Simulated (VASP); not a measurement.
Wanted: the native input for a VASP 6.6.1 run.

```yaml
Task: relaxation of cell and atoms
Functional: PBE
Potentials_or_basis: VASP PAW PBE potentials, release 64 (Nb_sv, Sn_d, Se)
Cutoff: 520 eV
k_mesh: 5 × 5 × 2
Occupations: gaussian, width 0.15 eV
Spin: no spin polarisation
Further_INCAR_settings: PREC = Normal; ALGO = Fast; EDIFF = 0.0001; IBRION = 2; EDIFFG = -0.08; NSW = 24; ISIF = 3
```

The structure of Nb2SnSe lies in POSCAR:

```
Nb2SnSe
1.0
    3.2067688000      0.0000000000      0.0000000000
    0.0000000000      3.2067688000      0.0000000000
    0.0000000000      0.0000000000      8.4001294000
Nb Sn Se
2 1 1
Direct
    0.0000000000      0.0000000000      0.7507664600
    0.0000000000      0.0000000000      0.2492335400
    0.5000000000      0.5000000000      0.0000000000
    0.5000000000      0.5000000000      0.5000000000
```

The cell was built by a generator and needn't be a form met in nature.

One way to write it, as run:

INCAR

```
PREC = Normal
ENCUT = 520
EDIFF = 1E-4
ISMEAR = 0
SIGMA = 0.15
LREAL = F
LASPH = T
NELM = 60
ALGO = Fast
ISIF = 3
LWAVE = F
LCHARG = F
GGA = PE
IBRION = 2
NSW = 24
EDIFFG = -0.08
```

KPOINTS

```
regular mesh
0
Gamma
  5 5 2
```

Potentials or basis: VASP PAW PBE potentials, release 64 (Nb_sv, Sn_d, Se).

The run is started by

```console
$ cat potpaw_PBE.64/Nb_sv/POTCAR potpaw_PBE.64/Sn_d/POTCAR potpaw_PBE.64/Se/POTCAR > POTCAR
$ mpirun -np 1 vasp_std > vasp.out
```

It gave:

The relaxed volume is 18.43 Å³/atom, the relaxed cell is a = 3.228 Å, b = 3.228 Å, c = 7.073 Å, α = 90.00°, β = 90.00°, γ = 90.00° and the space group after relaxing (to 0.05 Å) is P4/mmm (No. 123). The energy gained by relaxing is 363.3 meV/atom and the ionic steps are 10. The pressure after relaxing is -0.1 GPa and the largest force after relaxing is 0.062 eV/Å. The band gap on the k mesh is none (metal or under the smearing width).

Caveat: the k mesh is coarse (spacing up to 0.39 Å⁻¹), so the values aren't converged; the relaxation stopped at a loose force limit of 0.08 eV/Å, so its end isn't a converged minimum.

Run time: 2.2 min on 1 thread of Intel(R) Xeon(R) Platinum 8559C (Emerald Rapids) (shared host), peak memory 0.16 GiB.
